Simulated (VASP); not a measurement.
Crystal: MgBe.

```
Mg Be
1.0
     2.39955    0.00000    0.00000
    -1.19977    2.07807    0.00000
     0.00000    0.00000    4.90091
Mg Be
1 1
Direct
  0.00000 0.00000 0.04335
  0.00000 0.00000 0.59051
```

The cell was built by a generator and needn't be a form met in nature.

| Item | Value |
| --- | --- |
| Program | VASP 6.6.1 |
| Task | relaxation of cell and atoms |
| Functional | PBEsol |
| Potentials or basis | VASP PAW PBE potentials, release 64 (Mg, Be) |
| Cutoff | 600 eV |
| k mesh | 13 × 13 × 6 |
| Occupations | methfessel-paxton, width 0.2 eV |
| Spin | no spin polarisation |

At the start: pressure 32.4 GPa; volume 12.22 Å³/atom.

Task: Where does the relaxation end?

Result: Over 7 steps the energy falls by 469.9 meV/atom and the volume is 17.15 Å³/atom (+40.3 %); space group P6/mmm (No. 191, to 0.05 Å).

The path:
```
step  energy change (eV)  largest force (eV/Å)  pressure (GPa)  volume (Å³)
   1              0.0000                1.7274           32.42        24.44
   2             -0.9289                0.2562            0.09        34.23
   3             -0.9295                0.2284           -0.41        34.60
   4             -0.9358                0.1432           -0.25        34.47
   5             -0.9398                0.0114            0.08        34.25
   6             -0.9398                0.0076            0.09        34.24
   7             -0.9398                0.0003            0.01        34.30
```

Final structure:
```cif
data_structure
_symmetry_space_group_name_H-M 'P 1'
_symmetry_Int_Tables_number 1
_cell_length_a 2.7182
_cell_length_b 2.7182
_cell_length_c 5.3603
_cell_angle_alpha 90.000
_cell_angle_beta 90.000
_cell_angle_gamma 120.000
_cell_volume 34.30
loop_
_atom_site_label
_atom_site_type_symbol
_atom_site_fract_x
_atom_site_fract_y
_atom_site_fract_z
_atom_site_occupancy
Mg1 Mg 0.00000 0.00000 0.06692 1
Be1 Be 0.00000 0.00000 0.56694 1
```

Caveat: the volume moved by over 15 % at a fixed basis, so the end points are rough; the PAW data sets were made with another functional, which shifts forces and pressure a little.
